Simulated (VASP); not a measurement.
An input for Quantum ESPRESSO's pw.x (written as the equivalent of a VASP run, and not itself run):

```
&CONTROL
  calculation = 'vc-relax'
  pseudo_dir = './pseudo'
  outdir = './out'
  tprnfor = .true.
  tstress = .true.
  nstep = 50
  forc_conv_thr = 0.00039
/
&SYSTEM
  ibrav = 0
  nat = 4
  ntyp = 2
  ecutwfc = 84
  occupations = 'smearing'
  smearing = 'fermi-dirac'
  degauss = 0.003675
  input_dft = 'pbesol'
/
&ELECTRONS
  conv_thr = 7.3e-08
  electron_maxstep = 100
/
&IONS
/
&CELL
/
ATOMIC_SPECIES
  Zn 65.380 Zn.upf
  S 32.060 S.upf
CELL_PARAMETERS angstrom
     1.9100000   -3.3082170    0.0000000
     1.9100000    3.3082170    0.0000000
     0.0000000    0.0000000    6.2600000
ATOMIC_POSITIONS crystal
  Zn   0.6666670  0.3333330  0.5000000
  Zn   0.3333330  0.6666670  0.0000000
  S    0.6666670  0.3333330  0.8750000
  S    0.3333330  0.6666670  0.3750000
K_POINTS automatic
  8 8 5 0 0 0
```

Q: Translate this input to VASP (INCAR, KPOINTS, POSCAR, choice of POTCAR).

A: This is not unique; one that fits is 
File POSCAR:
```
ZnS
1.0
  1.9100000000  -3.3082170000   0.0000000000
  1.9100000000   3.3082170000   0.0000000000
  0.0000000000   0.0000000000   6.2600000000
Zn S
2 2
Direct
  0.6666670000   0.3333330000   0.5000000000
  0.3333330000   0.6666670000   0.0000000000
  0.6666670000   0.3333330000   0.8750000000
  0.3333330000   0.6666670000   0.3750000000
```

### INCAR
```
# general
SYSTEM  = ZnS
PREC    = Accurate
ENCUT   = 300
LREAL   = .FALSE.
LASPH   = .TRUE.

# electronic loop
EDIFF   = 1E-6
NELM    = 100
ALGO    = Normal
LMAXMIX = 4

# smearing
ISMEAR  = -1
SIGMA   = 0.05

# functional
GGA     = PS

# ions
IBRION  = 2
NSW     = 50
ISIF    = 3
EDIFFG  = -0.01

# output
LWAVE   = .FALSE.
LCHARG  = .FALSE.
```

KPOINTS:
```
K-points
0
gamma
8 8 5
0 0 0
```

POTCAR, in this order: Zn S (PBE.64 set). Program: vasp_std.

What does not carry over: the potentials are each code's own (VASP's PAW set, PseudoDojo norm-conserving files in pw.x), so ENCUT and ecutwfc are chosen apart and not converted; conv_thr bounds pw.x's estimated SCF error, while EDIFF bounds the energy change between steps; forc_conv_thr acts on force components and is met together with etot_conv_thr.

The structure is a typed ZnS crystal (P6_3mc). This run relaxes it. Symmetry was kept, so distortions that lower it aren't found. The run is one of a series of settings (EDIFFG = -0.01, IBRION = 2, ISIF = 3, NSW = 50 against the base run), some of them coarse on purpose.
